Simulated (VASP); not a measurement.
Input:

```
CELL_PARAMETERS angstrom
     -3.00958     3.00958     5.89035
      3.00958    -3.00958     5.89035
      3.00958     3.00958    -5.89035
ATOMIC_POSITIONS crystal
  Mg 0.25000 0.75000 0.50000
  Mg 0.50000 0.50000 0.00000
  Sn 0.00000 0.00000 0.00000
  Sn 0.75000 0.25000 0.50000
  As 0.12655 0.12500 0.50155
  As 0.87500 0.37655 0.00155
  As 0.62345 0.62500 0.49845
  As 0.37500 0.87345 0.99845
```

These are LDA (Ceperley-Alder, Perdew-Zunger), VASP's LDA PAW potentials (set 64) (plane waves; VASP 6.6.1) values and carry that method's errors. Settings: 400 eV cut-off, 12×12×12 Γ-centred mesh, Gaussian smearing of 0.010 eV, potentials Mg Sn_d As.

Unless said otherwise, spin-orbit coupling is left out, though it shifts the bands of the heavy elements here.

Q: What does the run give for the energy per atom (σ→0), band gap (on the k-mesh) with the smallest direct gap where there is one?

A: 
| Quantity | Value |
|---|---|
| band gap (on the k-mesh) | 0.53 eV |
| smallest direct gap (on the k-mesh) | 0.53 eV |
| energy per atom (σ→0) | -4.558 eV/atom |

The structure comes from a computed database's MgSnAs2 entry (I-42d); how it stands against other phases isn't given here. It was relaxed first.
